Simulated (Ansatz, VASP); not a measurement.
**One calculation of SrCd, two programs**

```
CELL_PARAMETERS angstrom
3.96297 0.00000 0.00000
0.00000 3.96297 0.00000
0.00000 0.00000 4.00300
ATOMIC_POSITIONS crystal
Sr 0.50000 0.50000 0.50000
Cd 0.00000 0.00000 0.00000
```

Change from the starting cell: equal xx and yy strain of -1 %.

Alike in both runs: task single point; functional LDA; k mesh 10 × 10 × 10; occupations fermi-dirac, width 0.08 eV; no spin polarisation.

|  | VASP | Ansatz |
| --- | --- | --- |
| version | VASP 6.6.1 | Ansatz 0.2.0 |
| potentials or method | VASP PAW LDA potentials, release 64 (Sr_sv, Cd), cutoff 520 eV | all-electron LAPW, scalar-relativistic |

VASP gave:

```
pressure (GPa)                                  : -1.5
largest component of the traceless stress (GPa) : 0.19
```

Task: Estimate Ansatz's values.

Result: Pressure (GPa): -1.6; largest component of the traceless stress (GPa): 0.19.

Ansatz ran all-electron here, so the differences hold the error of VASP's frozen core and of both bases.
